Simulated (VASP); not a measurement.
Given:

KI is modelled in the cubic space group Fm-3m (No. 225), the rock salt structure, Pearson symbol cF8. Lattice parameters: a = 7.0964 Å, b = 7.0964 Å, c = 7.0964 Å, α = 90.00°, β = 90.00°, γ = 90.00°. K on 4a is surrounded by 6 I at 3.548 Å (octahedral). I on 4b has 6 K at 3.548 Å (octahedral). (Neighbours: up to the widest gap in distance over summed covalent radii, below 1.35, at either atom; cation-cation and far metal-metal contacts left out.)
(The calculation used a cell of 2 atoms; values per cell refer to that cell.)

These are r2SCAN meta-GGA, VASP's PBE PAW potentials (set 64) (plane waves; VASP 6.6.1) values and carry that method's errors. Run with 480 eV cut-off, 6×6×6 Γ-centred mesh, Gaussian smearing of 0.050 eV, potentials K_sv I.

Each relaxation starts from this cell; other phases were not tried.

Task: The cell is relaxed at 5 GPa. What happens?

Result: The volume per atom goes from 44.67 to 35.54 Å³ (-20.4 %), and the cell becomes a = 6.5758 Å, b = 6.5758 Å, c = 6.5758 Å, α = 90.00°, β = 90.00°, γ = 90.00°, space group Fm-3m. The gap on the mesh goes from 4.57 to 4.90 eV.

Task: The cell is relaxed at 15 GPa. What happens?

Result: The volume per atom goes from 44.67 to 29.19 Å³ (-34.7 %), and the cell becomes a = b = c = 6.1578 Å, α = β = γ = 90.00°, space group Fm-3m. The gap on the mesh goes from 4.57 to 4.22 eV.

Failed runs are left out, and for metals the shear rows, which the mesh's noise covers.

The compound is KI in the rock salt structure.
